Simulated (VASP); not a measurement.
Input:

```
CELL_PARAMETERS angstrom
      0.00000     4.07806     5.24450
      2.34108     0.00000     5.24450
      2.34108     4.07806     0.00000
ATOMIC_POSITIONS crystal
  Ge 0.66980 0.33020 0.66980
  Ge 0.33020 0.66980 0.33020
  Ge 0.58020 0.91980 0.58020
  Ge 0.91980 0.58020 0.91980
  Pt 0.00000 0.00000 0.00000
  Pt 0.25000 0.25000 0.25000
```

These are PBEsol GGA, VASP's PBE PAW potentials (set 64) (plane waves; VASP 6.6.1) values and carry that method's errors. Numerical set-up: 400 eV cut-off, 9×9×9 Γ-centred mesh, tetrahedra with Blöchl corrections, potentials Ge_d Pt.

The cores are frozen, which limits the accuracy of field gradients.

Task: Give the principal components of the electric field gradient (V/Å²) and the asymmetry η at each nucleus.

Result: 
```json
[
 {"atom": "Ge1", "Vxx": "-36.2", "Vyy": "-35.7", "Vzz": "71.8", "η": "0.01"},
 {"atom": "Ge2", "Vxx": "-36.2", "Vyy": "-35.7", "Vzz": "71.8", "η": "0.01"},
 {"atom": "Ge3", "Vxx": "-36.2", "Vyy": "-35.7", "Vzz": "71.8", "η": "0.01"},
 {"atom": "Ge4", "Vxx": "-36.2", "Vyy": "-35.7", "Vzz": "71.8", "η": "0.01"},
 {"atom": "Pt5", "Vxx": "-93.0", "Vyy": "-69.5", "Vzz": "162.5", "η": "0.14"},
 {"atom": "Pt6", "Vxx": "-93.0", "Vyy": "-69.5", "Vzz": "162.5", "η": "0.14"}
]
```

The structure was generated: Ge2Pt was put into the C54 type (Fddd), which need not be its known phase. It was relaxed first, which changed the volume by +17 %.
